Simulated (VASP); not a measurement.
Input:

```
PbO2
1.0
    4.78350     0.00000     0.00000
    0.00000     4.78350     0.00000
    0.00000     0.00000     3.41729
Pb O
2 4
Direct
  0.00000   0.00000   0.00000
  0.50000   0.50000   0.50000
  0.30717   0.30717   0.00000
  0.80717   0.19283   0.50000
  0.19283   0.80717   0.50000
  0.69283   0.69283   0.00000
```

Method: PBE GGA, VASP's PBE PAW potentials (set 64) (plane waves; VASP). Numerical set-up: 620 eV cut-off, 5×5×7 Γ-centred mesh, Gaussian smearing of 0.050 eV, potentials Pb_d O.

Q: What does the run give for the energy per atom (σ→0), pressure?

A: 
```json
{
 "energy per atom (σ→0)": "-5.213 eV/atom",
 "pressure": "19.80 GPa"
}
```

The absolute energy has meaning only against runs of the same code, potentials and settings.

The compound is PbO2 in the rutile structure. It was relaxed first under an external pressure of 20 GPa.
